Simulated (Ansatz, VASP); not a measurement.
## AgPbF4: VASP beside Ansatz

```
Ag Pb F
1.0
     4.03446    0.00000    0.00000
    -2.01723    3.49395    0.00000
     0.00000    0.00000    5.92501
Ag Pb F
1 1 4
Direct
  0.00000 0.00000 0.50000
  0.00000 0.00000 0.00000
  0.33333 0.66667 0.23608
  0.33333 0.66667 0.76392
  0.66667 0.33333 0.23608
  0.66667 0.33333 0.76392
```

Alike in both runs: task relaxation of cell and atoms; functional PBE; k mesh 12 × 12 × 6; occupations gaussian, width 0.1 eV; no spin polarisation.

|  | VASP | Ansatz |
| --- | --- | --- |
| version | VASP 6.6.1 | Ansatz 0.2.0 |
| potentials or method | VASP PAW PBE potentials, release 64 (Ag, Pb_d, F) | scalar-relativistic, plane waves, PAW |
| plane-wave cutoff (eV) | 600 | 420 |
| valence electrons in the cell | 53 | 61 |

```csv
,VASP,Ansatz,Ansatz less VASP
"gap on the k mesh at the Fermi level, each at its own relaxed structure (eV)",none,none,-
relaxed volume (Å³/atom),13.97,14.02,+0.052
relaxed cell length with the largest relative difference (Å),5.931,5.939,+0.0078
```

A gap of «none» marks a metal or a gap that the smearing closes. The two sets of potentials don't hold the same shells in valence.

Caveats: an odd number of electrons without spin polarisation forces a metal; a magnetic or distorted state may lie lower. Spin-orbit coupling is left out, which matters for the levels of Pb.
